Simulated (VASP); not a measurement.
Data:

```
FePt
1.0
    2.72747     0.00000     0.00000
    0.00000     2.79409     0.00000
    0.00000     0.00000     3.67695
Fe Pt
1 1
Direct
  0.00000   0.00000   0.00000
  0.52826   0.50000   0.50000
```
Starting moments (μB, in the order of the record's atoms Fe Pt): 3.0 0.0.

Method: PBE GGA, VASP's PBE PAW potentials (set 64) (plane waves; VASP). Settings: ADDGRID = .TRUE., 400 eV cut-off, 12×12×9 Γ-centred mesh, first-order Methfessel-Paxton smearing of 0.10 eV, potentials Fe Pt.

Unless said otherwise, spin-orbit coupling is left out, though it shifts the bands of the heavy elements here.

Q: Estimate the cell moment, energy per atom (σ→0), largest force, band gap (on the k-mesh) with the smallest direct gap where there is one.

A: 
```
Quantity                                                    Result
------------------------  ----------------------------------------
band gap (on the k-mesh)  none (metal, semimetal or under 0.01 eV)
cell moment                                                3.35 μB
energy per atom (σ→0)                               -7.388 eV/atom
largest force                                           0.320 eV/Å
```

Q: Give the moment on each site (PAW-sphere projection).

A: 
| site | moment (μB) |
|---|---|
| Fe1 | 2.97 |
| Pt2 | 0.36 |

Total energies compare only between runs with the same potentials, cut-off and functional.

The compound is FePt in the L1_0 structure. The cell was not relaxed at this level, atoms are displaced from their ideal sites. The run is one of a series of settings (ADDGRID = .TRUE. against the base run), some of them coarse on purpose.
